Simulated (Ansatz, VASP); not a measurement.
**Zn (Zinc): VASP beside Ansatz**

One calculation is typed for both programs; each brings its own data sets. How far apart do they land? The cell is taken from a series of runs on this material, whose earlier steps may have relaxed, scaled, displaced or heated it; both programs get it as it stands.

Calculated with Ansatz 0.2.0; plane waves, with VASP 6.6.1 beside it; zone-centre phonons at LDA.

**1. Starting point**

Symmetry: P6_3/mmc, No. 194, hexagonal system. Conventional cell: a = 2.559 Å, b = 2.559 Å, c = 4.758 Å, α = 90.00°, β = 90.00°, γ = 120.00°. Nearest to Zn lie 12 Zn at 2.56 to 2.80 Å.

Structure file:

```cif
data_structure
_symmetry_space_group_name_H-M 'P6_3/mmc'
_symmetry_Int_Tables_number 194
_cell_length_a 2.5590
_cell_length_b 2.5590
_cell_length_c 4.7576
_cell_angle_alpha 90.000
_cell_angle_beta 90.000
_cell_angle_gamma 120.000
_cell_volume 26.98
loop_
_atom_site_label
_atom_site_type_symbol
_atom_site_symmetry_multiplicity
_atom_site_Wyckoff_symbol
_atom_site_fract_x
_atom_site_fract_y
_atom_site_fract_z
_atom_site_occupancy
Zn1 Zn 2 c 0.33333 0.66667 0.25000 1
```

**2. VASP: zone-centre phonons, LDA**

Second derivatives magnify differences that forces hide, and they need a tight electronic threshold.

Lines of VASP's logs that name or quote its potential files are left out, and so is its time.

The input, INCAR:

```
SYSTEM = Zn
PREC = Accurate
ENCUT = 500
EDIFF = 1E-08
NELM = 120
ISMEAR = 1
SIGMA = 0.2
LREAL = .FALSE.
ALGO = Normal
GGA = CA
NBANDS = 18
LORBIT = 11
LWAVE = .FALSE.
LCHARG = .FALSE.
ISIF = 2
IBRION = 8
LASPH = .TRUE.
GGA_COMPAT = .FALSE.
KPAR = 2
```

The input, POSCAR:

```
Zn
1.0
    2.5590170288      0.0000000000      0.0000000000
   -1.2795085144      2.2161737556      0.0000000000
    0.0000000000      0.0000000000      4.7575676499
Zn
2
Direct
    0.3333333318      0.6666666682      0.2500000000
    0.6666666682      0.3333333318      0.7500000000
```

The input, KPOINTS:

```
Automatic mesh
0
Gamma
18 18 10
0 0 0
```

PAW data sets: Zn (LDA family, release 64).

Command:

```bash
$ mpirun -np 2 vasp_std
```

Numbers of over 12 decimals in the logs are rounded to 6 here.

Output:

```text
[banner, memory and clock lines left out]
running    2 mpi-ranks, on    1 nodes
 distrk:  each k-point on    1 cores,    2 groups
 distr:  one band on    1 cores,    1 groups

 POSCAR found type information on POSCAR Zn
 POSCAR found :  1 types and       2 ions
 LDA part: xc-table for (Slater(with rela. corr.)+CA(PZ))
 , standard interpolation
 POSCAR, INCAR and KPOINTS ok, starting setup
 FFT: planning ... GRIDC
 FFT: planning ... GRID_SOFT
 FFT: planning ... GRID
 WAVECAR not read
 entering main loop
       N       E                     dE             d eps       ncg     rms          rms(c)
DAV:   1     0.104203518810E+03    0.10420E+03   -0.12305E+04  8304   0.214E+03
DAV:   2     0.939865527057E-01   -0.10411E+03   -0.10134E+03  8040   0.296E+02
DAV:   3    -0.406360976422E+01   -0.41576E+01   -0.41431E+01  8954   0.680E+01
DAV:   4    -0.408510423978E+01   -0.21494E-01   -0.21489E-01  8794   0.495E+00
DAV:   5    -0.408513172913E+01   -0.27489E-04   -0.27489E-04  8616   0.157E-01    0.528E+00
DAV:   6    -0.378720464869E+01    0.29793E+00   -0.11398E+00  8634   0.240E+01    0.368E+00
DAV:   7    -0.376432362892E+01    0.22881E-01   -0.46958E-02 10180   0.390E+00    0.184E+00
DAV:   8    -0.375416104906E+01    0.10163E-01   -0.30920E-03 10984   0.808E-01    0.546E-02
DAV:   9    -0.375412595729E+01    0.35092E-04   -0.27904E-04 10348   0.203E-01    0.294E-02
DAV:  10    -0.375412913956E+01   -0.31823E-05   -0.18397E-05  8728   0.390E-02    0.245E-03
DAV:  11    -0.375412913245E+01    0.71104E-08   -0.67182E-07  8842   0.108E-02    0.206E-03
DAV:  12    -0.375412913692E+01   -0.44729E-08   -0.11842E-08  6428   0.144E-03
   1 F= -.37541291E+01 E0= -.37547970E+01  d E =0.200363E-02
 Linear response reoptimize wavefunctions to high precision
DAV:   1    -0.375412913032E+01    0.65957E-08   -0.29740E-08  8378   0.360E-03
DAV:   2    -0.375412913039E+01   -0.65938E-10   -0.48078E-10  4940   0.204E-04
 Linear response DOF=           2
 Linear response progress:
  Degree of freedom:   1/  2
       N       E                     dE             d eps       ncg     rms          rms(c)
RMM:   1    -0.200770847486E+00   -0.20077E+00   -0.95463E-04 48027   0.188E+00
RMM:   2    -0.200452638549E+00    0.31821E-03   -0.92374E-04 51413   0.329E-01    0.528E-02
RMM:   3    -0.200079564139E+00    0.37307E-03   -0.53928E-05 62839   0.585E-02    0.296E-02
RMM:   4    -0.199715412009E+00    0.36415E-03   -0.46432E-05 61303   0.528E-02    0.270E-03
RMM:   5    -0.199729964101E+00   -0.14552E-04   -0.71340E-07 65416   0.546E-03    0.133E-03
RMM:   6    -0.199730279513E+00   -0.31541E-06   -0.54022E-08 65221   0.140E-03    0.151E-04
RMM:   7    -0.199730968278E+00   -0.68877E-06    0.80648E-09 65029   0.381E-04    0.430E-05
RMM:   8    -0.199730452403E+00    0.51587E-06    0.84308E-09 65847   0.120E-04    0.639E-06
RMM:   9    -0.199730339838E+00    0.11257E-06    0.62950E-09 64845   0.584E-05    0.188E-06
RMM:  10    -0.199730355873E+00   -0.16035E-07    0.85449E-09 55001   0.392E-05    0.403E-07
RMM:  11    -0.199730359759E+00   -0.38863E-08    0.42593E-10 42266   0.347E-05    0.238E-07
 first order change of Fermi-energy  -0.55574E-06
 force on displaced ion       1 direction 1 :  -0.723   0.000   0.000
 Linear response progress:
  Degree of freedom:   2/  2
       N       E                     dE             d eps       ncg     rms          rms(c)
RMM:   1    -0.226983940426E+00   -0.22698E+00   -0.47548E-03 16601   0.215E+00
RMM:   2    -0.223437457534E+00    0.35465E-02   -0.11896E-03 16648   0.575E-01    0.556E-02
RMM:   3    -0.223471382837E+00   -0.33925E-04   -0.12755E-04 21158   0.825E-02    0.321E-02
RMM:   4    -0.223412509108E+00    0.58874E-04   -0.10637E-04 20979   0.359E-02    0.430E-03
RMM:   5    -0.223408423764E+00    0.40853E-05   -0.28684E-05 21866   0.582E-03    0.154E-03
RMM:   6    -0.223411335810E+00   -0.29120E-05   -0.95635E-06 21822   0.177E-03    0.272E-04
RMM:   7    -0.223411540678E+00   -0.20487E-06   -0.25603E-06 20749   0.566E-04    0.726E-05
RMM:   8    -0.223411167157E+00    0.37352E-06   -0.10437E-06 19911   0.182E-04    0.365E-05
RMM:   9    -0.223410598810E+00    0.56835E-06   -0.43903E-07 21905   0.846E-05    0.518E-06
RMM:  10    -0.223410616962E+00   -0.18152E-07   -0.15024E-07 21335   0.416E-05    0.159E-06
RMM:  11    -0.223410603014E+00    0.13948E-07   -0.65058E-08 18361   0.319E-05    0.470E-07
RMM:  12    -0.223410599246E+00    0.37683E-08   -0.18853E-08 12515   0.295E-05    0.104E-07
 first order change of Fermi-energy  -0.18422E-04
 force on displaced ion       1 direction 3 :   0.000  -0.000  -3.238
 Linear response finished
```

From OUTCAR (step 2):

```text
ion  position               nearest neighbor table
   1  0.333  0.667  0.250-   2 2.80   2 2.80   2 2.80   2 2.80   2 2.80   2 2.80
   2  0.667  0.333  0.750-   1 2.80   1 2.80   1 2.80   1 2.80   1 2.80   1 2.80

  LATTYP: Found a hexagonal cell.
 ALAT       =     2.5590170288
 C/A-ratio  =     1.8591387225

 Subroutine GETGRP returns: Found 24 space group operations
 (whereof 12 operations were pure point group operations)

The static configuration has the point symmetry D_3d.
 The point group associated with its full space group is D_6h.

 Found    222 irreducible k-points:

   k-points           NKPTS =    222   k-points in BZ     NKDIM =    222   number of bands    NBANDS=     18

   dimension x,y,z NGX =    20 NGY =   20 NGZ =   36
   dimension x,y,z NGXF=    40 NGYF=   40 NGZF=   72

   ENCUT  =  500.0 eV  36.75 Ry    6.06 a.u.   4.67  4.67  8.67*2*pi/ulx,y,z

   NELECT =      24.0000    total number of electrons

 k-points in reciprocal lattice and weights: Automatic mesh
   0.00000000  0.00000000  0.00000000       0.000
   0.05555556  0.00000000  0.00000000       0.002
   0.11111111  0.00000000  0.00000000       0.002
   0.16666667  0.00000000  0.00000000       0.002
   0.22222222  0.00000000  0.00000000       0.002
   0.27777778  0.00000000  0.00000000       0.002
   0.33333333  0.00000000  0.00000000       0.002
   0.38888889  0.00000000  0.00000000       0.002
   0.44444444  0.00000000  0.00000000       0.002
[...]
0.33333333  0.27777778  0.50000000       0.004
   0.33333333  0.33333333  0.50000000       0.001

 average (electrostatic) potential at core
       1 -37.4287       2 -37.4287

  Total        0.1602496      0.1602496      0.4560018      0.0000000     -0.0000000      0.0000000
  in kB        9.5158045      9.5158045     27.0779127      0.0000000     -0.0000000      0.0000000
  external PRESSURE =      15.3698406 kB  Pullay stress =       0.0000000 kB

  energy-cutoff  :      500.00
  volume of cell :       26.98
      direct lattice vectors                 reciprocal lattice vectors
     2.559017029  0.000000000  0.000000000     0.390775047  0.225614079  0.000000000
    -1.279508514  2.216173756  0.000000000     0.000000000  0.451228157  0.000000000
     0.000000000  0.000000000  4.757567650     0.000000000  0.000000000  0.210191441

 POSITION                                       TOTAL-FORCE (eV/Angst)
 -----------------------------------------------------------------------------------
     -0.00000      1.47745      1.18939         0.000000     -0.000000      0.000000
      1.27951      0.73872      3.56818        -0.000000      0.000000      0.000000
 -----------------------------------------------------------------------------------
    total drift:                               -0.000000      0.000000      0.000000

 Eigenvectors and eigenvalues of the dynamical matrix
 ----------------------------------------------------

   1 f  =    4.919794 THz    30.911978 2PiTHz  164.106667 cm-1    20.346624 meV
             X         Y         Z           dx          dy          dz
     -0.000000  1.477449  1.189392     0.000000    0.000000    0.707107
      1.279509  0.738725  3.568176     0.000000    0.000000   -0.707107

   2 f  =    2.324180 THz    14.603252 2PiTHz   77.526291 cm-1     9.612031 meV
             X         Y         Z           dx          dy          dz
     -0.000000  1.477449  1.189392     0.707107    0.000000    0.000000
      1.279509  0.738725  3.568176    -0.707107   -0.000000    0.000000

   3 f  =    2.324180 THz    14.603252 2PiTHz   77.526291 cm-1     9.612031 meV
             X         Y         Z           dx          dy          dz
     -0.000000  1.477449  1.189392    -0.000000    0.707107   -0.000000
      1.279509  0.738725  3.568176     0.000000   -0.707107   -0.000000

   4 f  =    0.000000 THz     0.000000 2PiTHz    0.000001 cm-1     0.000000 meV
             X         Y         Z           dx          dy          dz
     -0.000000  1.477449  1.189392     0.704203   -0.061660   -0.017217
      1.279509  0.738725  3.568176     0.704203   -0.061660   -0.017217

   5 f/i=    0.000000 THz     0.000000 2PiTHz    0.000000 cm-1     0.000000 meV
             X         Y         Z           dx          dy          dz
     -0.000000  1.477449  1.189392    -0.064019   -0.677620   -0.191657
      1.279509  0.738725  3.568176    -0.064019   -0.677620   -0.191657

   6 f/i=    0.000000 THz     0.000000 2PiTHz    0.000001 cm-1     0.000000 meV
             X         Y         Z           dx          dy          dz
     -0.000000  1.477449  1.189392     0.000214    0.192429   -0.680420
      1.279509  0.738725  3.568176     0.000214    0.192429   -0.680420

 ELASTIC MODULI CONTR FROM IONIC RELAXATION (kBar)
 Direction    XX          YY          ZZ          XY          YZ          ZX
 --------------------------------------------------------------------------------
 XX          -1.2772      1.2772      0.0000      0.0000      0.0000      0.0000
 YY           1.2772     -1.2772      0.0000     -0.0000     -0.0000      0.0000
 ZZ           0.0000      0.0000      0.0000      0.0000      0.0000      0.0000
 XY           0.0000     -0.0000      0.0000     -1.2772     -0.0000      0.0000
 YZ           0.0000     -0.0000      0.0000     -0.0000     -0.0000      0.0000
 ZX           0.0000      0.0000      0.0000      0.0000      0.0000      0.0000
 --------------------------------------------------------------------------------
```

**3. Ansatz: zone-centre phonons, LDA**

Ansatz runs on its PAW soft_1 files.

The same cell, functional (in two slightly different forms), mesh and smearing now go to Ansatz, which takes its cutoff from its data sets.

The input, input.yaml:

```yaml
crystal:
  lattice:
    - [2.5590170288, 0.0, 0.0]
    - [-1.2795085144, 2.2161737556, 0.0]
    - [0.0, 0.0, 4.7575676499]
  atoms:
    - { symbol: Zn, position: [0.3333333318, 0.6666666682, 0.25] }
    - { symbol: Zn, position: [0.6666666682, 0.3333333318, 0.75] }
kpoints:
  mp_grid: { grid: [18, 18, 10] }
hamiltonian:
  xc: lda
  pseudopotentials: { kind: paw, azcp: { folder: soft_1 }, xc_functional: pbe }
scf:
  occupations: { method: methfessel_paxton, width: 0.2 }
output:
  eigenvalues: true
phonons:
  method: dfpt
```

Command:

```bash
$ ansatz run input.yaml --threads 4 --pin off --max-ram 10240MiB --backend cpu --events-out ev --progress --plain --runs-dir out
```

Output:

```text
zone centre: on kpoints.mp_grid the ground state, and the responses unless they are solved on pairs of k-points, stand on 546 of the mesh's 3240 k-points, reduced under 4 symmetry operations, with k and −k counted as one. Each operation leaves every solved displacement unchanged or reverses it
Engine: ansatz 0.2.0, aarch64-unknown-linux-gnu
Pseudopotentials: kind: paw
Pseudopotential: Zn, paw, valence charge 12, recommended cutoff 420 eV (normal), soft_1/Zn.paw.azcp
Functional definition: SPW92
  exchange = slater_x
  correlation = pw_c
Crystal: 2 atoms, lattice volume = 26.981 Å³
Basis set: ecut = 420 eV, 525 PW (Γ), exchange–correlation on 36×36×64 points (8 copies of the dense FFT grid, shifted against one another)
Bands: 16, of which v1, the nominal top of the filled ones, is band 12 counted from 1 (11 counted from 0)
Symmetry: 24 space group operations
k-points: 546 of 3240 (irreducible under 4 space group operations, time reversal used)
Non-local potential: Zn, projectors of the file, l = 0: 2, l = 1: 2, l = 2: 3, l = 3: 1
PAW form: soft (Blöchl's): semilocal exchange-correlation on the pseudo side does not see the compensation charge
PAW frozen core: Zn, regenerated for the run's functional, and the local potential with it (the file was generated under x = pbe(κ = 0.804, μ = 0.219515), c = pbe(β = 0.066725))
PAW one-centre angular grid: Zn, 590 points (default); XC on 64 Gauss nodes
Initial density: superposition of atomic densities (chi_scale 0.1, normalization cell)
Initial wavefunctions: pseudopotential atomic-orbital guess
Functional: x = slater, c = lda
SCF iter   1: F=—  HF=-6492.861176 eV  |F-HF|=—  |Δ(HF+E_count)|=         —  Δρ=7.44e-2  dr2=1.07e0  ethr=3.10e-3  ⟨swp⟩=5.7  Hψ=52201  notcnv=0
preconditioner: auto → none  [metal: Δε(μ)=0.057 eV  Ē_g=13.178 eV  σ=0.200 eV  W_gap=0.24  n_scr=4 (ndim 8)  ℏωp=35.0 eV  f_vac=0.000  D(μ)=0.18/eV (n_scr^D=0)  sad-step TF]
SCF iter   2: F=—  HF=-6492.588999 eV  |F-HF|=—  |Δ(HF+E_count)|=   2.72e-1  S|Δr|=    0.00e0  Δρ=2.44e-2  dr2=7.34e-2  ethr=3.10e-3  ⟨swp⟩=2.0  Hψ=21566  notcnv=0  defer=7
SCF iter   3: F=—  HF=-6492.529654 eV  |F-HF|=—  |Δ(HF+E_count)|=   5.93e-2  S|Δr|=    0.00e0  Δρ=1.08e-2  dr2=2.18e-2  ethr=3.06e-4  ⟨swp⟩=2.0  Hψ=20321  notcnv=0  defer=7
SCF iter   4: F=—  HF=-6492.527167 eV  |F-HF|=—  |Δ(HF+E_count)|=   2.49e-3  S|Δr|=    0.00e0  Δρ=5.46e-3  dr2=2.38e-3  ethr=9.08e-5  ⟨swp⟩=2.0  Hψ=14543  notcnv=0  defer=7
SCF iter   5: F=—  HF=-6492.528358 eV  |F-HF|=—  |Δ(HF+E_count)|=   1.19e-3  S|Δr|=    0.00e0  Δρ=6.77e-4  dr2=3.48e-5  ethr=9.92e-6  ⟨swp⟩=2.0  Hψ=15539  notcnv=0  defer=7
SCF iter   6: F=—  HF=-6492.528374 eV  |F-HF|=—  |Δ(HF+E_count)|=   1.60e-5  S|Δr|=    0.00e0  Δρ=6.38e-5  dr2=3.25e-7  ethr=1.45e-7  ⟨swp⟩=2.0  Hψ=15271  notcnv=0  defer=7
SCF iter   7: F=—  HF=-6492.528374 eV  |F-HF|=—  |Δ(HF+E_count)|=   2.52e-7  S|Δr|=    0.00e0  Δρ=2.59e-6  dr2=9.13e-10  ethr=1.35e-9  ⟨swp⟩=2.0  Hψ=15145  notcnv=0  defer=7
SCF iter   8: F=-6492.528374 eV  HF=-6492.528374 eV  |F-HF|=1.82e-12  |Δ(HF+E_count)|=  2.36e-11  S|Δr|=    0.00e0  Δρ=1.32e-7  dr2=1.77e-12  ethr=1.00e-12  ⟨swp⟩=5.6  Hψ=53871  notcnv=0
SCF 1 converged in 8 iterations: F = -6492.528374 eV  dr2 = 1.77e-12
  greatest PAW one-centre occupation: 0.981 electrons in one spin orbital (limit 2), on the Zn atom at site 1 (counted from 0), in its partial waves of l = 2
DFPT response loops at Γ: preconditioner auto → Kerker (q_TF=auto, 2.676 Å⁻¹) (partly filled bands, converged f_vac=0.000); β = 1.00, the filter's whole step (`scf.mixing.beta` (0.50) is not read by the response loops under this deck's `scf.mixing.preconditioner`; to damp them name `kerker` or `kerker_dos`, under which they read `scf.mixing.beta`, and type it under 1.00, their step now; both keys bind the ground state too); Broyden in place of MSR1
SCF converged after 8 iterations
Stability not checked: this state was not tested for a lower state beside it, because cold or Methfessel-Paxton smearing, or corrected tetrahedra, fill the levels in a way that the test cannot read (fill_not_monotonic; see scf.lower_state_search)
Free energy (F): -6492.528374 eV
Harris-Foulkes:  -6492.528374 eV  (|F-HF|=1.82e-12)
Internal energy: -6492.530359 eV  (E = F + TS)
E sigma→0 (E₀):  -6492.528871 eV
Entropy (-TS):   0.001985 eV (0.992 meV/atom)
Fermi energy:    12.558093 eV
--- Per-component energies (eV) ---
  E_band       = 122.681302
  E_kinetic    = 299.591418
  E_local      = -3368.683785  (includes V_loc(G=0)·N_el)
  E_nonlocal   = 1636.863953
  E_hartree    = 1249.545703
  E_xc         = -158.129133
  E_vxc        = -106.617085  (∫ρ·V_xc dr)
  E_paw        = -3645.860584  (= ΣΔE_a)
  E_vpaw       = -837.564167  (= ΣTr[D̂ρ^β])
  E_aug_tail   = -0.000445  (compensation charges beyond the density's cutoff)
  E_ewald      = -2508.971772
  E_core_change = 3.114287  (= ΣΔE_core)
  E_smearing   = 0.001985  (= −TS)
  E_closure    = 0.000000  (closes the sum)
  Σ components = -6492.528374   (vs F -6492.528374, Δ=0.00e0)
--- Band table (eV; the first three rows and the last of 546) ---
  k-point 0: bands = [... 8 lower, 4.9059, 5.1664, 5.1664, 8.2451, 9.4868, 26.9612, 30.7960, 31.3233]
  k-point 1: bands = [... 8 lower, 4.9148, 5.1620, 5.1620, 7.4257, 10.4513, 25.7806, 31.3903, 31.3903]
  k-point 2: bands = [... 8 lower, 4.9398, 5.1487, 5.1487, 6.3475, 11.9726, 23.7110, 31.5882, 31.5882]
  k-point 545: bands = [... 8 lower, 5.2292, 5.2292, 9.5679, 9.5679, 16.7373, 16.7373, 18.4019, 18.4019]
--- Phonons (Γ-DFPT): 2 representative perturbations + reference, on 546 of 3240 k-points (Σ response iterations 7) ---
  k mesh reduced under 4 symmetry operations, with k and −k counted as one. Each operation leaves every solved displacement unchanged or reverses it
  ASR residual: 5.201e-5 → 0.000e0 eV/Å²; symmetrization residual: 2.278e-13 eV/Å²
  ASR residual per site (eV/Å²): 5.20e-5 5.20e-5
  Γ frequencies (cm⁻¹): 0.00 0.00 0.00 79.38 79.38 160.42
  non-analytic LO–TO correction: not included (Born effective charges unavailable; polar crystals: no LO–TO splitting at Γ)
```

**4. Differences**

Known differences besides the potentials themselves: the two LDA forms differ slightly; the cutoff is 420 eV in Ansatz and 500 eV in VASP; VASP's log shows a relativistic correction to its local exchange, Ansatz's none. Total energies have different zeros and are not compared.

The two programs side by side:

```
                  quantity  Ansatz   VASP  difference
optical mode 1 to 2 (cm⁻¹)    79.4   77.5     +2.39 %
     optical mode 3 (cm⁻¹)   160.4  164.1     -2.25 %
```

Modes are paired by rising frequency, not by their patterns, so a pair may set unlike modes beside each other; they are those without the splitting of longitudinal modes.

**5. Summary of results**

| Item | Value |
| --- | --- |
| r.m.s. difference of the optical zone-centre modes, each program's sorted by frequency (zone-centre phonons, LDA) | 2.6 cm⁻¹ |
| difference in optical mode 1 to 2 (zone-centre phonons, LDA) | +2.4 % |

**Reading.** The r.m.s. difference of the optical zone-centre modes, each program's sorted by frequency is 2.6 cm⁻¹ (zone-centre phonons, LDA). Among the rows given in per cent, the largest difference of the zone-centre phonons, LDA pair is in optical mode 1 to 2, +2.4 %. Such differences can come from data sets, numerical settings and the points named under the comparisons, not from the functional's error against experiment.

[Lines on the potential files, build, host, timing and source positions are cut from VASP's logs without a mark.]

[Logs are printed without paths, hosts, clocks, repeated set-up lines and the standing remarks that a program may print on its own settings, such as how far it seeks lower states.]

[Hosts, paths, dates, database ids (printed as entryN), source tags and the programs' standing remarks are cut or masked in the printed files.]
